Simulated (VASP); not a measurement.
Energy against volume of Fe (bcc). Level of theory: optB88-vdW, VASP's PBE PAW potentials (set 64) (plane waves; VASP 6.6.1). Run with 520 eV cut-off, 18×18×18 Γ-centred mesh, first-order Methfessel-Paxton smearing of 0.10 eV, potentials Fe.

```csv
V (Å³/atom),E (eV/atom)
10.864,-5.64136
11.199,-5.64898
11.535,-5.64412
11.871,-5.62792
```

### Question
Fit these four points and predict the energy of the run at 10.528 Å³/atom.

### Answer
A cubic in V^(−2/3), the third-order Birch-Murnaghan form, passes through the four points with V0 = 11.23 Å³/atom and B0 = 198 GPa, and gives -5.6199 eV/atom there. The run gave -5.6184 eV/atom, +1.4 meV/atom from the fit; all five points give B0 = 202 GPa.

The compound is Fe in the bcc structure. It was relaxed first, which changed the volume by -5 %.
